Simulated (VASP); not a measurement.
Consider the following.

```
SrCl2
1.0
    0.00000     3.52334     3.52334
    3.52334     0.00000     3.52334
    3.52334     3.52334     0.00000
Sr Cl
1 2
Direct
  0.00000   0.00000   0.00000
  0.25000   0.25000   0.25000
  0.75000   0.75000   0.75000
```

All values below come from SCAN meta-GGA, VASP's PBE PAW potentials (set 64) (plane waves; VASP). Settings: 520 eV cut-off, 6×6×6 Γ-centred mesh, Gaussian smearing of 0.050 eV, potentials Sr_sv Cl.

Task: Give the stress tensor in GPa (positive for a compressed cell).

Result: 
```
-1.08   0.00   0.00
 0.00  -1.08   0.00
 0.00   0.00  -1.08
```
The pressure is its mean diagonal, -1.08 GPa.

The compound is SrCl2 in the fluorite structure. This cell is one point of a volume scan, at 1.03 of the reference volume.
